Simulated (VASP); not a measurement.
An input for Quantum ESPRESSO's pw.x (written as the equivalent of a VASP run, and not itself run):

```
&CONTROL
  calculation = 'scf'
  pseudo_dir = './pseudo'
  outdir = './out'
  tprnfor = .true.
  tstress = .true.
/
&SYSTEM
  ibrav = 0
  nat = 4
  ntyp = 3
  ecutwfc = 94
  occupations = 'smearing'
  smearing = 'gaussian'
  degauss = 0.003675
  input_dft = 'pbe'
  nspin = 2
  starting_magnetization(2) = 0.28
/
&ELECTRONS
  conv_thr = 7.3e-08
  electron_maxstep = 100
/
ATOMIC_SPECIES
  Cu 63.546 Cu.upf
  Cr 51.996 Cr.upf
  O 15.999 O.upf
CELL_PARAMETERS angstrom
     1.5043898    0.8685602    5.7199950
    -1.5043898    0.8685602    5.7199950
     0.0000000   -1.7371204    5.7199950
ATOMIC_POSITIONS crystal
  Cu   1.0000000  1.0000000  1.0000000
  Cr   0.5000000  0.5000000  0.5000000
  O    0.1083467  0.1083467  0.1083467
  O    0.8916533  0.8916533  0.8916533
K_POINTS automatic
  6 6 6 0 0 0
```

Translate this input to VASP (INCAR, KPOINTS, POSCAR, choice of POTCAR).

Several could match; the one computed here: 
**INCAR**
```
LMAXMIX = 4
SIGMA = 0.05
ENCUT = 500
LORBIT = 10
MAGMOM = 0.0 2.8 -0.0 -0.0
SYSTEM = CrCuO2
LREAL = F   # projection in real space or not
ALGO = Normal
ISPIN = 2
GGA = PE
ISMEAR = 0   # Gaussian
PREC = Accurate
EDIFF = 1E-6
NELM = 100   # most electronic steps
LWAVE = T
LASPH = T
LCHARG = F
```

**KPOINTS**
```
K-points
0
G
  6 6 6
```

**POSCAR**
```
CrCuO2
1
    1.5043897789     0.8685601948     5.7199950171
   -1.5043897789     0.8685601948     5.7199950171
    0.0000000000    -1.7371203897     5.7199950171
Cu Cr O
1 1 2
Direct
  1.0000000000   1.0000000000   1.0000000000
  0.5000000000   0.5000000000   0.5000000000
  0.1083466885   0.1083466885   0.1083466885
  0.8916533115   0.8916533115   0.8916533115
```

POTCAR, in this order: Cu Cr_pv O (PBE.64 set). Program: vasp_std.

What does not carry over: the potentials are each code's own (VASP's PAW set, PseudoDojo norm-conserving files in pw.x), so ENCUT and ecutwfc are chosen apart and not converted; conv_thr bounds pw.x's estimated SCF error, while EDIFF bounds the energy change between steps; starting_magnetization is a fraction of the valence charge and MAGMOM a moment in μB, so they match only roughly.

The structure was generated: CrCuO2 was put into the delafossite type (R-3m), which need not be its known phase. It was relaxed first.
